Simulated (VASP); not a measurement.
Calculation: HSE06 screened hybrid, VASP's PBE PAW potentials (set 64) (plane waves; VASP).

VASP ran on this input.

**INCAR**
```
LHFCALC=.TRUE.
ENCUT=400   ! plane-wave cut-off (eV)
LREAL=Auto   ! projection in real space or not
LWAVE=.FALSE.
AEXX=0.25
LCHARG=.FALSE.
ISIF=0
ALGO=Normal   ! blocked Davidson
HFSCREEN=0.2   ! 1/Angstrom
NELM=50   ! most electronic steps
GGA=PE
PRECFOCK=Fast
ISYM=0
LASPH=.TRUE.
SYSTEM=C63Si
PREC=Normal
NELMIN=4
SIGMA=0.05
EDIFF=1E-5   ! SCF stop (eV)
ISMEAR=0   ! Gaussian
```

**KPOINTS**
```
Automatic
0
gamma
1 1 1
0 0 0
```

POSCAR:
```
C63Si
1
    7.1465551590     0.0000000000     0.0000000000
    0.0000000000     7.1465551590     0.0000000000
    0.0000000000     0.0000000000     7.1465551590
C Si
63 1
Direct
  0.5001256103   0.9995684149   0.9997028035
  0.6246569051   0.1222717242   0.1223732162
  0.7503992972   0.2492640703   0.9991727707
  0.8774101029   0.3750221206   0.1223422434
  0.7503453033   0.9990757768   0.2494261532
  0.8773640001   0.1222951655   0.3751791950
  0.0001355281   0.9995449322   0.9996444009
  0.1251849639   0.1247310144   0.1248414939
  0.2497580380   0.2492808135   0.0002424001
  0.3750935339   0.3746391764   0.1240429128
  0.5000774482   0.4995515604   0.9997149812
  0.6250351534   0.6245514790   0.1240490496
  0.7503919561   0.7499010428   0.0002372325
  0.8749358682   0.8744806291   0.1248459620
  0.2497433951   0.0001442828   0.2494037888
  0.3751381984   0.1239459427   0.3747248621
  0.5019093047   0.2454646098   0.2454988355
  0.6397286428   0.3599286195   0.3599540426
  0.7542426277   0.4977967234   0.2455081022
  0.8757488427   0.6245890066   0.3747345939
  0.5000800544   0.9995692348   0.4996839312
  0.6250226158   0.1239495606   0.6246895109
  0.7541759288   0.2454889214   0.4978714380
  0.8757095231   0.3746886946   0.6246728020
  0.7504012343   0.0001181584   0.7500162797
  0.8749706044   0.1246915705   0.8745814884
  0.0000913083   0.4995692778   0.9996449349
  0.1227072757   0.6242109370   0.1223449283
  0.2497636122   0.7499012910   0.9991082989
  0.3754711730   0.8769342243   0.1223640694
  0.0005871775   0.2492992183   0.2494038087
  0.1244173942   0.3746800109   0.3747227823
  0.2458722084   0.5014507728   0.2455203088
  0.3602961684   0.6392501781   0.3599599907
  0.4982195743   0.7537282995   0.2455439726
  0.6249879334   0.8752274671   0.3747533354
  0.0000810598   0.9995961569   0.4997131812
  0.1227532692   0.1222753910   0.6242392859
  0.2459257503   0.2454816139   0.5014961939
  0.3604173762   0.3598671291   0.6394123719
  0.6397626611   0.6392825474   0.6394073826
  0.7542244786   0.7537194436   0.5015553833
  0.8774149659   0.8769063062   0.6242839464
  0.2498176496   0.9990657580   0.7499809267
  0.3755161889   0.1222480639   0.8770587788
  0.4982658276   0.2454313208   0.7539203433
  0.6250365674   0.3746167885   0.8753600705
  0.7542060934   0.5014335892   0.7538611804
  0.8774091442   0.6242090620   0.8770065294
  0.9995218773   0.7498955617   0.2493909069
  0.1227153831   0.8769578396   0.3751118969
  0.0000837222   0.4995741279   0.4996964254
  0.1244191437   0.6245771926   0.6246433857
  0.2458970792   0.7537711556   0.4978497149
  0.3751108651   0.8752438882   0.6246468980
  0.9995411293   0.2492680598   0.7499688164
  0.1227504930   0.3749981206   0.8770203582
  0.2459415126   0.4977361015   0.7538635206
  0.3751463111   0.6245261465   0.8753730233
  0.5019199708   0.7537529767   0.7538664153
  0.6246762516   0.8769152096   0.8770386945
  0.0006653049   0.7498766872   0.7499911643
  0.1252412142   0.8744707261   0.8745200945
  0.5000772035   0.4996261138   0.4996701905
```

POTCAR, in this order: C Si (PBE.64 set). Program: vasp_gam. Read from the step before: WAVECAR.

What VASP printed:

### OSZICAR
```
       N       E                     dE             d eps       ncg     rms          rms(c)
DAV:   1    -0.662978892008E+03   -0.66298E+03   -0.84148E+00   322   0.803E+00    0.538E+00
DAV:   2    -0.663002549030E+03   -0.23657E-01   -0.11852E-01   356   0.824E-01    0.329E+00
DAV:   3    -0.662985771027E+03    0.16778E-01   -0.12577E-02   380   0.293E-01    0.188E+00
DAV:   4    -0.662980982286E+03    0.47887E-02   -0.40729E-03   371   0.171E-01    0.105E+00
DAV:   5    -0.662979672054E+03    0.13102E-02   -0.97984E-04   363   0.850E-02    0.595E-01
DAV:   6    -0.662979291505E+03    0.38055E-03   -0.23622E-04   355   0.433E-02    0.336E-01
DAV:   7    -0.662979179188E+03    0.11232E-03   -0.61695E-05   372   0.230E-02    0.188E-01
DAV:   8    -0.662979146165E+03    0.33023E-04   -0.14813E-05   211   0.119E-02    0.107E-01
DAV:   9    -0.662979136781E+03    0.93844E-05   -0.56659E-06   211   0.807E-03
   1 F= -.66297914E+03 E0= -.66297914E+03  d E =-.115795E-10
```

### OUTCAR
```
------------------------ aborting loop because EDIFF is reached ----------------------------------------
  volume of cell :      365.00
      direct lattice vectors                 reciprocal lattice vectors
     7.146555159  0.000000000  0.000000000     0.139927556  0.000000000  0.000000000
     0.000000000  7.146555159  0.000000000     0.000000000  0.139927556  0.000000000
     0.000000000  0.000000000  7.146555159     0.000000000  0.000000000  0.139927556
 POSITION                                       TOTAL-FORCE (eV/Angst)
 -----------------------------------------------------------------------------------
      3.57418      7.14347      7.14443        -0.013051      0.003072      0.003044
      4.46415      0.87382      0.87455        -0.006202      0.000608      0.001821
      5.36277      1.78138      7.14064        -0.012045      0.014032      0.009744
      6.27046      2.68012      0.87433        -0.002495      0.005729      0.006751
      5.36238      7.13995      1.78254        -0.005661      0.010673      0.008513
      6.27013      0.87399      2.68124         0.001378     -0.000814     -0.002808
      0.00097      7.14330      7.14401        -0.012985      0.010658      0.014905
      0.89464      0.89140      0.89219         0.007428      0.003388      0.001902
      1.78491      1.78150      0.00173         0.013662      0.007001     -0.014199
      2.68063      2.67738      0.88648        -0.002333      0.000050     -0.002887
      3.57383      3.57007      7.14452         0.001837      0.006910     -0.002623
      4.46685      4.46339      0.88652         0.000636      0.003485     -0.005289
      5.36272      5.35921      0.00170        -0.011327     -0.013073     -0.011880
      6.25278      6.24952      0.89222        -0.001648     -0.004948      0.000689
      1.78480      0.00103      1.78238         0.017405     -0.013894      0.003149
      2.68095      0.88579      2.67799        -0.008126      0.002046     -0.000013
      3.58692      1.75423      1.75447         0.014664     -0.016757     -0.002809
      4.57186      2.57225      2.57243        -0.059162      0.070531      0.072152
      5.39024      3.55753      1.75454         0.009140     -0.025770     -0.004185
      6.25859      4.46366      2.67806        -0.005149     -0.010585      0.002699
      3.57385      7.14348      3.57102        -0.003863      0.005698      0.005994
      4.46676      0.88581      4.46438         0.004010     -0.004254     -0.001725
      5.38976      1.75440      3.55807         0.015579     -0.013744     -0.016438
      6.25831      2.67773      4.46426         0.002420     -0.013328     -0.002550
      5.36278      0.00084      5.36003        -0.010484     -0.012842     -0.014944
      6.25303      0.89112      6.25024        -0.004604      0.010685     -0.010315
      0.00065      3.57020      7.14402        -0.007616      0.007258      0.007228
      0.87693      4.46096      0.87434         0.007725     -0.017024     -0.003178
      1.78495      5.35921      7.14018         0.016146     -0.011780      0.024947
      2.68333      6.26706      0.87448         0.013885     -0.006779      0.001825
      0.00420      1.78163      1.78238        -0.015134      0.010527      0.010847
      0.88916      2.67767      2.67798        -0.005303     -0.009727      0.001370
      1.75714      3.58365      1.75462        -0.009150      0.017405     -0.014965
      2.57488      4.56844      2.57247         0.084235     -0.057954      0.078368
      3.56055      5.38656      1.75479        -0.026603      0.010375     -0.014103
      4.46651      6.25486      2.67820         0.011907      0.004732     -0.000098
      0.00058      7.14367      3.57123        -0.007663      0.000623     -0.004942
      0.87726      0.87385      4.46116         0.005626      0.004250     -0.001748
      1.75752      1.75435      3.58397        -0.004000     -0.020643      0.026526
      2.57574      2.57181      4.56960         0.069537      0.077263     -0.075800
      4.57210      4.56867      4.56956        -0.067318     -0.068545     -0.071869
      5.39011      5.38650      3.58439         0.012419      0.019759      0.013941
      6.27049      6.26686      4.46148        -0.000169      0.000918     -0.006529
      1.78534      7.13988      5.35978         0.002359      0.014166     -0.012694
      2.68365      0.87365      6.26795         0.007250      0.004168     -0.004549
      3.56088      1.75399      5.38793        -0.027922     -0.014670     -0.004505
      4.46686      2.67722      6.25581         0.004726      0.002106      0.009064
      5.38998      3.58352      5.38751         0.015743      0.023532      0.010669
      6.27045      4.46094      6.26758         0.001409     -0.019897      0.003109
      7.14314      5.35917      1.78229         0.013056     -0.002630      0.008722
      0.87699      6.26723      2.68076         0.007165     -0.007397      0.006624
      0.00060      3.57023      3.57111        -0.003741      0.012706     -0.002172
      0.88917      4.46358      4.46405         0.004184     -0.009383      0.005767
      1.75732      5.38687      3.55791        -0.010715      0.003253     -0.021395
      2.68075      6.25498      4.46407         0.003644      0.004952      0.002999
      7.14328      1.78141      5.35969         0.011895      0.014490     -0.005101
      0.87724      2.67994      6.26767         0.003815      0.004970     -0.006941
      1.75763      3.55710      5.38753        -0.009122     -0.014868      0.002179
      2.68100      4.46321      6.25590        -0.007939      0.007174     -0.001861
      3.58700      5.38674      5.38755         0.017649      0.005670      0.008333
      4.46428      6.26692      6.26781        -0.007357     -0.002001     -0.004402
      0.00475      5.35904      5.35985        -0.025731     -0.001928     -0.014306
      0.89504      6.24945      6.24981         0.004831     -0.007552     -0.000074
      3.57383      3.57061      3.57092        -0.012746     -0.002077      0.010017
 -----------------------------------------------------------------------------------
    total drift:                                0.000482      0.026612      0.022656
  FREE ENERGIE OF THE ION-ELECTRON SYSTEM (eV)
  ---------------------------------------------------
  free  energy   TOTEN  =      -662.9791367810 eV

  energy  without entropy=     -662.9791367810  energy(sigma->0) =     -662.97913678

  exchange ACFDT corr.  =         0.00000000  see jH, gK, PRB 81, 115126
```
(Selected blocks of OUTCAR.)

The supercell is sampled at Γ alone, which is coarse: total energies, pressure and levels can be off, energies of defects by several tenths of an eV.

The cell is a supercell with a defect, built from C (diamond): Si_C. The cell's shape comes from a PBE relaxation. The run is not spin-polarised, so no state with unpaired spins was tried.
